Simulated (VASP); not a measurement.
Here is the system:

```
AsB
1.0
    3.17248     0.00000     0.00000
   -1.58624     2.74745     0.00000
    0.00000     0.00000     2.91739
B As
1 1
Direct
  0.00000   0.00000   0.00000
  0.66667   0.33333   0.50000
```

Computed with r2SCAN meta-GGA, VASP's PBE PAW potentials (set 64) (plane waves; VASP 6.6.1). Settings: 520 eV cut-off, 15×15×14 Γ-centred mesh, tetrahedra with Blöchl corrections, potentials B As.

Task: What does the run give for the energy per atom (σ→0), band gap (over mesh and band path) with the smallest direct gap where there is one?

Result: 
```
Property                                                               Value
----------------------------------  ----------------------------------------
band gap (over mesh and band path)  none (metal, semimetal or under 0.01 eV)
energy per atom (σ→0)                                         -9.847 eV/atom
```

The structure was generated: BAs was put into the WC type (P-6m2), which need not be its known phase. It was relaxed first, which changed the volume by +14 %.
